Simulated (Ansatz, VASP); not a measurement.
One calculation of NaB, two programs

INCAR

```
ALGO = Normal
EDIFF = 1E-7
ENCUT = 520
GGA = PE
ISIF = 2
ISMEAR = -1
ISPIN = 2
LASPH = T
LCHARG = F
LORBIT = 11
LREAL = F
LWAVE = F
MAGMOM = 0 0
NBANDS = 16
NELM = 150
PREC = Accurate
SIGMA = 0.27211386245988
```

KPOINTS

```
k-points
0
Gamma
  4 4 4
```

Contents of POSCAR:

```
NaB
1.0
    0.0000000000      2.6121911539      2.6121911539
    2.6121911539      0.0000000000      2.6121911539
    2.6121911539      2.6121911539      0.0000000000
Na B
1 1
Direct
    0.0000000000      0.0000000000      0.0000000000
    0.5000000000      0.5000000000      0.5000000000
```

Input for Ansatz:

```yaml
crystal:
  lattice:
    - [0.0, 2.6121911539, 2.6121911539]
    - [2.6121911539, 0.0, 2.6121911539]
    - [2.6121911539, 2.6121911539, 0.0]
  atoms:
    - { symbol: Na, position: [0.0, 0.0, 0.0] }
    - { symbol: B, position: [0.5, 0.5, 0.5] }
basis:
  ecutwfc: 420
kpoints:
  mp_grid: { grid: [4, 4, 4] }
hamiltonian:
  xc: pbe
scf:
  occupations: { method: fermi_dirac, width: "0.02 Ry" }
  n_extra_bands: 20
output:
  forces: true
  stress: true
  eigenvalues: true
magnetization:
  spin_polarized: true
  initial_magnetization: 6.0
```

Alike in both runs: task single point; functional PBE; k mesh 4 × 4 × 4; collinear spin.

|  | VASP | Ansatz |
| --- | --- | --- |
| version | VASP 6.6.1 | Ansatz 0.2.0 |
| potentials or method | VASP PAW PBE potentials, release 64 (Na_pv, B) | scalar-relativistic, plane waves, PAW |
| plane-wave cutoff (eV) | 520 | 420 |
| occupations | fermi-dirac, width 0.272114 eV | fermi-dirac |
| valence electrons in the cell | 10 | 12 |

```tsv
	VASP	Ansatz	Ansatz less VASP
gap on the k mesh at the Fermi level (eV)	none	none	-
pressure (GPa)	3.5	3.5	-0.04
net moment per atom (μB)	0.00	0.00	0.000
```

A gap of «none» marks a metal or a gap that the smearing closes. The two sets of potentials don't hold the same shells in valence. Ansatz warned: «seeded_moment_not_kept».

Caveats: the k mesh is coarse (spacing up to 0.52 Å⁻¹), so the values aren't converged.
